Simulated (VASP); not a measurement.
**The low-index faces of Os**

Aim: compare the low-index faces of Os at one level of theory.

Main program and level: VASP 6.6.1; PBEsol; plane waves and PAW (Os).

This is a report of a sequence of runs, with most program output left out.

**1. The starting structure**

The structure is hexagonal, space group P6_3/mmc (No. 194). Conventional cell: a = 2.740 Å, b = 2.740 Å, c = 4.326 Å, α = 90.00°, β = 90.00°, γ = 120.00°. Os has 12 Os at 2.68 to 2.74 Å nearest.

Coordinates:

```cif
data_structure
_symmetry_space_group_name_H-M 'P6_3/mmc'
_symmetry_Int_Tables_number 194
_cell_length_a 2.7400
_cell_length_b 2.7400
_cell_length_c 4.3265
_cell_angle_alpha 90.000
_cell_angle_beta 90.000
_cell_angle_gamma 120.000
_cell_volume 28.13
loop_
_atom_site_label
_atom_site_type_symbol
_atom_site_symmetry_multiplicity
_atom_site_Wyckoff_symbol
_atom_site_fract_x
_atom_site_fract_y
_atom_site_fract_z
_atom_site_occupancy
Os1 Os 2 d 0.33333 0.66667 0.75000 1
```

**2. The bulk reference, job relaxation, k-mesh 16×16×9**

The bulk crystal is relaxed first, so that the slabs are cut at this functional's lattice.

The input, INCAR:

```
SYSTEM = Os
PREC = Accurate
ENCUT = 420
EDIFF = 1E-06
NELM = 120
ISMEAR = 1
SIGMA = 0.15
LREAL = .FALSE.
ALGO = Normal
GGA = PS
NBANDS = 14
LASPH = .TRUE.
LORBIT = 11
LWAVE = .FALSE.
LCHARG = .FALSE.
KPAR = 4
IBRION = 2
NSW = 30
ISIF = 3
EDIFFG = -0.01
POTIM = 0.4
```

The input, POSCAR:

```
Os
1.0
    2.7400000000      0.0000000000      0.0000000000
   -1.3700000000      2.3729096064      0.0000000000
    0.0000000000      0.0000000000      4.3264600000
Os
2
Direct
    0.0000000000      0.0000000000      0.0000000000
    0.3333333333      0.6666666667      0.5000000000
```

The input, KPOINTS:

```
Automatic mesh
0
Gamma
16 16 9
0 0 0
```

Potentials, in the order of the species: Os (PBE family, release 64).

Launch:

```console
mpirun -np 4 vasp_std
```

The job ended after 16 s (4 MPI ranks of Intel Xeon 6975P-C (Granite Rapids), shared host; peak memory 0.64 GiB).

The PAW data sets were made with PBE, which is usual practice but a small mismatch for other functionals. The run keeps the 24 symmetry operations of its start, so it cannot find a distortion of lower symmetry.

The steps of the relaxation:

```csv
step,energy less that of the first step (eV),largest force (eV/Å),pressure (GPa),volume (Å³)
1,0.0000,0.0000,-4.95,28.13
2,0.0565,0.0000,19.16,26.74
3,-0.0050,0.0000,-0.07,27.81
4,-0.0050,0.0000,0.02,27.81
5,-0.0050,0.0000,0.03,27.81
6,-0.0051,0.0000,0.03,27.81
```

```csv
"conventional cell, symmetrised",before,after,change
a (Å),2.740,2.729,-0.4 %
b (Å),2.740,2.729,-0.4 %
c (Å),4.326,4.311,-0.4 %
volume (Å³/atom),14.06,13.90,-1.1 %
```

The relaxed structure:

```
Os
1.0
     2.72903    0.00000    0.00000
    -1.36452    2.36341    0.00000
     0.00000    0.00000    4.31117
Os
2
Direct
  0.00000 0.00000 0.00000
  0.33333 0.66667 0.50000
```

Numbers from this step:

```
electronic cycles       : 37
electrons               : 16
free energy (TOTEN)     : -24.49 eV
energy at zero smearing : -24.49 eV
Fermi energy            : 9.412 eV
metallic                : yes
```

The run ended after 6 ionic steps, 0.005 eV below its first step, once forces and stress met EDIFFG = -0.01.

Energy at zero smearing: -24.49083 eV.

**3. The bulk reference, job self-consistent run, k-mesh 19×19×11**

The input, INCAR:

```
SYSTEM = Os
PREC = Normal
ENCUT = 320
EDIFF = 1E-06
NELM = 120
ISMEAR = 1
SIGMA = 0.15
LREAL = .FALSE.
ALGO = Fast
GGA = PS
NBANDS = 14
LASPH = .TRUE.
LORBIT = 11
LWAVE = .FALSE.
LCHARG = .FALSE.
KPAR = 4
```

The input, POSCAR:

```
Os
1.0
    2.7290302526      0.0000000000      0.0000000000
   -1.3645151263      2.3634095265      0.0000000000
    0.0000000000      0.0000000000      4.3111701926
Os
2
Direct
    0.0000000000      0.0000000000      0.0000000000
    0.3333333333      0.6666666667      0.5000000000
```

The input, KPOINTS:

```
Automatic mesh
0
Gamma
19 19 11
0 0 0
```

Launch:

```console
mpirun -np 4 vasp_std
```

The job ended after 3.6 s (4 MPI ranks; peak memory 0.54 GiB; 12 s of CPU time).

This step gave:

| Item | Value |
| --- | --- |
| electronic cycles | 14 |
| free energy (TOTEN) | -24.48 eV |
| energy at zero smearing | -24.48 eV |
| Fermi energy | 9.420 eV |

Energy at zero smearing: -24.48292 eV.

The run ends at a pressure of -1.47 GPa.

**4. Surface relaxation, 8 atoms, face Os(0001)**

System of this step: Os(0001). The cell holds 8 atoms: 8 Os. Its edges and angles: a = 2.729 Å, b = 2.729 Å, c = 30.089 Å, α = 90.0°, β = 90.0°, γ = 60.0°. It derives from Os. 8 layers of hcp Os, cut at this functional's lattice. Vacuum lies along c.

All atoms relax at the fixed cell.

The input, INCAR:

```
SYSTEM = Os
PREC = Normal
ENCUT = 320
EDIFF = 1E-05
NELM = 120
ISMEAR = 1
SIGMA = 0.15
LREAL = .FALSE.
ALGO = Fast
GGA = PS
NBANDS = 40
LASPH = .TRUE.
LORBIT = 11
LWAVE = .FALSE.
LCHARG = .FALSE.
KPAR = 4
IBRION = 2
NSW = 40
ISIF = 2
EDIFFG = -0.03
POTIM = 0.4
MAXMIX = 40
```

The input, POSCAR:

```
Os
1.0
    2.7290302526      0.0000000000      0.0000000000
    1.3645151263      2.3634095264      0.0000000000
    0.0000000000      0.0000000000     30.0890956741
Os
8
Direct
    0.6666666700      0.6666666700      0.2492597300
    0.0000000000      0.0000000000      0.3208998100
    0.6666666700      0.6666666700      0.3925398900
    0.0000000000      0.0000000000      0.4641799600
    0.6666666700      0.6666666700      0.5358200400
    0.0000000000      0.0000000000      0.6074601100
    0.6666666700      0.6666666700      0.6791001900
    0.0000000000      0.0000000000      0.7507402700
```

The input, KPOINTS:

```
Automatic mesh
0
Gamma
15 15 1
0 0 0
```

Launch:

```console
mpirun -np 4 vasp_std
```

Elapsed: 49 s, on 4 MPI ranks; peak memory 0.8 GiB.

The run keeps the 12 symmetry operations of its start, so it cannot find a distortion of lower symmetry.

The steps of the relaxation:

```csv
step,energy less that of the first step (eV),largest force (eV/Å)
1,0.0000,1.0516
2,-0.0871,0.2403
3,-0.0872,0.2384
4,-0.0918,0.0685
5,-0.0919,0.0797
6,-0.0926,0.0381
7,-0.0928,0.0606
8,-0.0933,0.0444
9,-0.0943,0.0250
```

The atoms that moved most (Å):

```csv
atom,dx,dy,dz,length
Os1,0.000,0.000,0.066,0.066
Os8,0.000,0.000,-0.066,0.066
Os7,0.000,0.000,0.016,0.016
Os2,0.000,0.000,-0.016,0.016
Os3,0.000,0.000,-0.012,0.012
Os6,0.000,0.000,0.012,0.012
Os4,0.000,0.000,0.006,0.006
Os5,0.000,0.000,-0.006,0.006
```

Final coordinates:

```xyz
8
Lattice="2.7290 0.0000 0.0000 1.3645 2.3634 0.0000 0.0000 0.0000 30.0891" Properties=species:S:1:pos:R:3
Os    2.7290    1.5756    7.5658
Os    0.0000    0.0000    9.6394
Os    2.7290    1.5756   11.7992
Os    0.0000    0.0000   13.9728
Os    2.7290    1.5756   16.1163
Os    0.0000    0.0000   18.2899
Os    2.7290    1.5756   20.4497
Os    0.0000    0.0000   22.5233
```

This step gave:

| Item | Value |
| --- | --- |
| electronic cycles | 72 |
| electrons | 64 |
| free energy (TOTEN) | -95.2056 eV |
| energy at zero smearing | -95.2058 eV |
| Fermi energy | 3.103 eV |

The run ended after 9 ionic steps, 0.094 eV below its first step, once the forces on the free atoms met EDIFFG = -0.03.

**5. Vacuum level and density of states, 8 atoms, face Os(0001)**

A static run writes the electrostatic potential without exchange and correlation (LVHAR), which is flat in the vacuum and gives the level to count from. The dipole correction cancels the field that unlike faces would set up across the vacuum.

The input, INCAR:

```
SYSTEM = Os
PREC = Normal
ENCUT = 320
EDIFF = 1E-06
NELM = 120
ISMEAR = 1
SIGMA = 0.15
LREAL = .FALSE.
ALGO = Fast
GGA = PS
NBANDS = 40
LASPH = .TRUE.
LORBIT = 11
LWAVE = .FALSE.
LCHARG = .TRUE.
KPAR = 4
IDIPOL = 3
LDIPOL = .TRUE.
DIPOL = 0.5 0.5 0.5
LVHAR = .TRUE.
LVACPOTAV = .TRUE.
NEDOS = 1500
```

The input, POSCAR:

```
Os
1.0
    2.7290302526      0.0000000000      0.0000000000
    1.3645151263      2.3634095264      0.0000000000
    0.0000000000      0.0000000000     30.0890956741
Os
8
Direct
    0.6666666700      0.6666666700      0.2514478242
    0.0000000000      0.0000000000      0.3203617537
    0.6666666700      0.6666666700      0.3921434656
    0.0000000000      0.0000000000      0.4643818869
    0.6666666700      0.6666666700      0.5356181131
    0.0000000000      0.0000000000      0.6078565344
    0.6666666700      0.6666666700      0.6796382463
    0.0000000000      0.0000000000      0.7485521758
```

KPOINTS is that of step 4.

Launch:

```console
mpirun -np 4 vasp_std
```

Elapsed: 19 s, on 4 MPI ranks; peak memory 0.76 GiB.

This step gave:

```
electronic cycles                          : 29
free energy (TOTEN)                        : -95.2057 eV
energy at zero smearing                    : -95.2059 eV
dipole moment                              : 0, 0, 0 e·Å
vacuum levels                              : 8.52, 8.52 eV
work functions of the upper and lower face : 5.417, 5.417 eV
```

The planar average of the electrostatic potential oscillates, so the rows of the table below give means over windows of 2.15 Å about each position, cut where the curve ends. Its maxima inside the range that stand out by 2 % of the span (Å: eV): 8.6: -3.73, 10.7: -2.92, 12.9: -2.68, 15.0: -2.97, 17.2: -2.68, 19.3: -2.92, 21.5: -3.73. Its minima: 7.6: -14.9, 9.7: -15.6, 11.8: -15.4, 14.0: -15.4, 16.1: -15.4, 18.3: -15.4, 20.4: -15.6, 22.5: -14.9.

Zero at the Fermi level. Planar average of the electrostatic potential against height; means over each step:

```csv
height (Å),planar average of the electrostatic potential (eV)
1.07,5.42
3.22,5.42
5.37,4.64
7.52,-8.76
9.67,-9.67
11.82,-9.37
13.97,-9.40
16.12,-9.40
18.27,-9.37
20.42,-9.67
22.57,-8.73
24.72,4.66
26.87,5.42
29.02,5.42
```

Density of states in the PAW spheres, an atom over height of the layer and energy from the Fermi level.

Ten even steps from '_' (0.16 states/eV) to '@' (2.15 states/eV), each cell a mean:
```
--::........::--
==::..::::..::==
--..::::::::..--
--..::::::::..--
--..::::::::..--
==::==----==::==
**==++++++++==**
@@++++++++++++@@
%%**++++++++**%%
--============--
==++********++==
::--::::::::--::
::------------::
==++++====++++==
----========----
::==::----::==::
::--::----::--::
--++--------++--
--++========++--
..----::::----..
__----::::----__
__............__
```
Columns: height of the layer (Å) from 7.6 to 22.5; rows upwards: energy from the Fermi level (eV) from -7.9 to 0.5.

Valence density in the ca plane at fractional y = 0.000, with atoms of Os within 0.2 Å of it. It is the smooth field of the valence electrons, not physical close to the nuclei.

Values in e/Å³, 5 rows by 16 columns, each cell a mean:
```
0.4 0.5 1.3 0.8 0.4 0.4 1.1 1.1 0.4 0.4 0.9 1.2 0.2 0.0 0.0 0.0
0.7 0.4 0.7 0.5 0.6 0.5 0.6 0.6 0.5 0.6 0.5 0.6 0.1 0.0 0.0 0.0
0.8 0.4 0.4 0.4 0.7 0.5 0.4 0.4 0.6 0.7 0.4 0.4 0.1 0.0 0.0 0.0
0.6 0.4 0.9 0.6 0.5 0.5 0.8 0.7 0.5 0.5 0.7 0.8 0.1 0.0 0.0 0.0
0.4 0.5 1.5 0.8 0.4 0.4 1.2 1.2 0.4 0.4 1.0 1.4 0.2 0.0 0.0 0.0
```
Columns run along c (16.0 Å, from fractional 0.38 to 0.91 of the cell), rows up along a (2.7 Å). Atoms in or near the plane, at fractional coordinates: Os at (0.46, 0.00), Os at (0.61, 0.00), Os at (0.75, 0.00).

The map of layer states is cut here 0.5 eV above the Fermi level, so it leaves out the states above that.

The vacuum level lies 5.42 eV above the Fermi level at the upper face; both faces agree, as the slab has next to no dipole.

The program found no field-free point at its default tolerance, but its printed level agrees with the flat part of the planar average.

On this mesh the fine structure of the density of states is sampling noise, and high empty states may be cut by the number of bands.

**6. Relaxing the slab, 12 atoms, face Os(10-10)**

System of this step: Os(10-10). The cell holds 12 atoms: 12 Os. Cell: a = 2.729 Å, b = 4.311 Å, c = 27.605 Å, α = 90.0°, β = 90.0°, γ = 90.0°. It derives from Os. 12 layers of hcp Os, cut at this functional's lattice. Vacuum lies along c.

The input, INCAR:

```
SYSTEM = Os
PREC = Normal
ENCUT = 320
EDIFF = 1E-05
NELM = 120
ISMEAR = 1
SIGMA = 0.15
LREAL = .FALSE.
ALGO = Fast
GGA = PS
NBANDS = 60
LASPH = .TRUE.
LORBIT = 11
LWAVE = .FALSE.
LCHARG = .FALSE.
KPAR = 4
IBRION = 2
NSW = 40
ISIF = 2
EDIFFG = -0.03
POTIM = 0.4
MAXMIX = 40
```

The input, POSCAR:

```
Os
1.0
    2.7290302526      0.0000000000      0.0000000000
    0.0000000000      4.3111701926      0.0000000000
    0.0000000000      0.0000000000     27.6048508077
Os
12
Direct
    0.0000000000      0.0000000000      0.2716913800
    0.5000000000      0.0000000000      0.3573071100
    0.5000000000      0.5000000000      0.3002299600
    0.0000000000      0.0000000000      0.4429228400
    0.0000000000      0.5000000000      0.3858456900
    0.5000000000      0.0000000000      0.5285385800
    0.5000000000      0.5000000000      0.4714614200
    0.0000000000      0.0000000000      0.6141543100
    0.0000000000      0.5000000000      0.5570771600
    0.5000000000      0.0000000000      0.6997700400
    0.5000000000      0.5000000000      0.6426928900
    0.0000000000      0.5000000000      0.7283086200
```

The input, KPOINTS:

```
Automatic mesh
0
Gamma
11 7 1
0 0 0
```

Launch:

```console
mpirun -np 4 vasp_std
```

Run time: 2.7 min. Hardware: 4 MPI ranks; peak memory 1.1 GiB.

The run keeps the 8 symmetry operations of its start, so it cannot find a distortion of lower symmetry.

Step by step:

```csv
step,energy less that of the first step (eV),largest force (eV/Å)
1,0.0000,1.5669
2,-0.1797,0.6333
3,-0.2041,0.1870
4,-0.2042,0.2093
5,-0.2091,0.0791
6,-0.2097,0.1016
7,-0.2113,0.0742
8,-0.2142,0.0383
9,-0.2143,0.0444
10,-0.2145,0.0323
11,-0.2146,0.0074
```

The atoms that moved most (Å):

```csv
atom,dx,dy,dz,length
Os1,0.000,0.000,0.121,0.121
Os12,0.000,0.000,-0.121,0.121
Os8,0.000,0.000,0.012,0.012
Os5,0.000,0.000,-0.012,0.012
Os3,0.000,0.000,-0.011,0.011
Os10,0.000,0.000,0.011,0.011
Os2,0.000,0.000,-0.010,0.010
Os11,0.000,0.000,0.010,0.010
```

Final coordinates:

```xyz
12
Lattice="2.7290 0.0000 0.0000 0.0000 4.3112 0.0000 0.0000 0.0000 27.6049" Properties=species:S:1:pos:R:3
Os    0.0000    0.0000    7.6211
Os    1.3645    0.0000    9.8537
Os    1.3645    2.1556    8.2772
Os    0.0000    0.0000   12.2346
Os    0.0000    2.1556   10.6397
Os    1.3645    0.0000   14.5832
Os    1.3645    2.1556   13.0216
Os    0.0000    0.0000   16.9652
Os    0.0000    2.1556   15.3703
Os    1.3645    0.0000   19.3277
Os    1.3645    2.1556   17.7512
Os    0.0000    2.1556   19.9838
```

Numbers from this step:

```yaml
electronic_cycles: 88
electrons: 96
free_energy_toten: -141.1984 eV
energy_at_zero_smearing: -141.1938 eV
fermi_energy: 2.342 eV
```

The run ended after 11 ionic steps, 0.215 eV below its first step, once the forces on the free atoms met EDIFFG = -0.03.

**7. Vacuum level and density of states, 12 atoms, face Os(10-10)**

The input, INCAR:

```
SYSTEM = Os
PREC = Normal
ENCUT = 320
EDIFF = 1E-06
NELM = 120
ISMEAR = 1
SIGMA = 0.15
LREAL = .FALSE.
ALGO = Fast
GGA = PS
NBANDS = 60
LASPH = .TRUE.
LORBIT = 11
LWAVE = .FALSE.
LCHARG = .TRUE.
KPAR = 4
IDIPOL = 3
LDIPOL = .TRUE.
DIPOL = 0.5 0.5 0.5
LVHAR = .TRUE.
LVACPOTAV = .TRUE.
NEDOS = 1500
```

The input, POSCAR:

```
Os
1.0
    2.7290302526      0.0000000000      0.0000000000
    0.0000000000      4.3111701926      0.0000000000
    0.0000000000      0.0000000000     27.6048508077
Os
12
Direct
    0.0000000000      0.0000000000      0.2760771123
    0.5000000000      0.0000000000      0.3569551777
    0.5000000000      0.5000000000      0.2998445347
    0.0000000000      0.0000000000      0.4432040641
    0.0000000000      0.5000000000      0.3854280561
    0.5000000000      0.0000000000      0.5282855215
    0.5000000000      0.5000000000      0.4717144785
    0.0000000000      0.0000000000      0.6145719439
    0.0000000000      0.5000000000      0.5567959359
    0.5000000000      0.0000000000      0.7001554653
    0.5000000000      0.5000000000      0.6430448223
    0.0000000000      0.5000000000      0.7239228877
```

KPOINTS is that of step 6.

Launch:

```console
mpirun -np 4 vasp_std
```

Elapsed: 55 s, on 4 MPI ranks; peak memory 1.1 GiB.

Numbers from this step:

| Item | Value |
| --- | --- |
| electronic cycles | 32 |
| vacuum levels | 7.574, 7.574 eV |
| work functions of the upper and lower face | 5.232, 5.232 eV |

The planar average of the electrostatic potential oscillates, so the rows of the table below give means over windows of 2.36 Å about each position, cut where the curve ends. Its maxima inside the range that stand out by 2 % of the span (Å: eV): 9.1: -5.77, 11.4: -5.37, 13.8: -5.71, 16.2: -5.37, 18.5: -5.77. Its minima: 8.0: -14.2, 10.3: -13.6, 12.6: -13.5, 15.0: -13.5, 17.3: -13.6, 19.6: -14.2.

Zero at the Fermi level. Planar average of the electrostatic potential against height; means over each step:

```csv
height (Å),planar average of the electrostatic potential (eV)
1.18,5.23
3.54,5.23
5.90,3.39
8.26,-9.53
10.62,-9.45
12.98,-9.51
15.34,-9.41
17.70,-9.59
20.06,-7.55
22.42,4.93
24.78,5.23
27.14,5.23
```

Density of states in the PAW spheres, an atom over height of the layer and energy from the Fermi level.

Ten even steps from '0' (0.19 states/eV) to '9' (1.61 states/eV), each cell a mean:
```
554232232455
954334433459
332222222233
542222222245
543333333345
864344443468
864676676468
764787787467
986988889689
786867768687
568788887865
455354453554
774443344477
566666666665
235444444532
245555555542
234444444432
456433334654
247555555742
125555555521
124433334421
001122221100
```
Columns: height of the layer (Å) from 7.6 to 20 (not evenly spaced); rows upwards: energy from the Fermi level (eV) from -7.9 to 0.5.

Valence density in the ca plane at fractional y = 0.000, with atoms of Os within 0.2 Å of it. It is the smooth field of the valence electrons, not physical close to the nuclei.

Ten even steps from '0' (0.0 e/Å³) to '9' (1.9 e/Å³), each cell a mean:
```
22222125787422222212478752222221000000000000
34543223565322354322356532234431000000000000
36775322333223577532233322357752100000000000
47986321222124699632122212369973100000000000
46875322222223688632222222368863100000000000
34654223454223465422345432246542000000000000
23332224676422233222467642223321000000000000
22221125897521222112579852112211000000000000
```
Columns run along c (16.0 Å, from fractional 0.33 to 0.91 of the cell), rows up along a (2.7 Å). Atoms in or near the plane, at fractional coordinates: Os at (0.36, 0.50), Os at (0.44, 0.00), Os at (0.53, 0.50), Os at (0.61, 0.00), Os at (0.70, 0.50).

The map of layer states is cut here 0.5 eV above the Fermi level, so it leaves out the states above that.

The vacuum level lies 5.23 eV above the Fermi level at the upper face; both faces agree, as the slab has next to no dipole.

The program found no field-free point at its default tolerance, but its printed level agrees with the flat part of the planar average.

On this mesh the fine structure of the density of states is sampling noise, and high empty states may be cut by the number of bands.

**8. The faces side by side**

This step: surfaces of a metal, PBEsol; plane waves and PAW (VASP 6.6.1).

Derived from the runs above.

Symmetric slabs, all atoms free. All faces:

```csv
face,layers,area a surface atom (Å²),work function (eV),surface energy as cut (J/m²),surface energy relaxed (J/m²),change of the top spacing (%)
Os(0001),8,6.45,5.417,3.503,3.386,-3.81
Os(10-10),12,11.77,5.232,4.03,3.884,-16.72
```

Each surface energy is the slab's energy less its number of atoms times the bulk energy of -12.2415 eV, over twice the cell's area.

**9. Summary of results**

```yaml
os_0001: 3.39 J/m², 5.42 eV
os_10_10: 3.88 J/m², 5.23 eV
```

What this shows: The cheapest face is Os(0001) at 3.39 J/m², against 3.88 for Os(10-10). The work functions are 5.42 eV for Os(0001) and 5.23 eV for Os(10-10). The densest face has the highest work function, as the smoothing of the electron density over an open face lowers the surface dipole. The densest face is also the cheapest, since it cuts the fewest bonds an area. The top spacing changes by -3.8 % on Os(0001) and -16.7 % on Os(10-10). Of the two ends of the prism face, the one with the short outer spacing was run. One thickness was run for each face, and bulk and slab meshes don't match, which leaves some hundredths of a J/m². The cells are 1 × 1 and can't reconstruct. Spin-orbit coupling is left out, which matters for a heavy metal.

[Lines on the potential files, build, host, timing and source positions are cut from VASP's logs without a mark.]

[Logs are printed without paths, hosts, clocks, repeated set-up lines and the standing remarks that a program may print on its own settings, such as how far it seeks lower states.]

[Hosts, paths, dates, database ids (printed as entryN), source tags and the programs' standing remarks are cut or masked in the printed files.]

[Runs that stopped without an error message from VASP are left out.]
